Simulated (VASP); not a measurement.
```xyz
2
Lattice="2.8787 0.0000 0.0000 0.0000 2.8787 0.0000 0.0000 0.0000 2.8787" Properties=species:S:1:pos:R:3 pbc="T T T"
Ga     1.4394     1.4394     1.4394
Co     0.0000     0.0000     0.0000
```

Calculation: PBE GGA with D3 dispersion (zero damping), VASP's PBE PAW potentials (set 64) (plane waves; VASP). Settings: 520 eV cut-off, 13×13×13 Γ-centred mesh, first-order Methfessel-Paxton smearing of 0.10 eV, potentials Ga_d Co.

Give the stress tensor in GPa (positive for a compressed cell).

```
-5.32   0.00   0.00
 0.00  -5.32   0.00
 0.00   0.00  -5.32
```
The pressure is its mean diagonal, -5.32 GPa.

The compound is CoGa in the CsCl type structure. This cell is one point of a volume scan, at 1.03 of the reference volume. The run is not spin-polarised, so no magnetic state was tried.
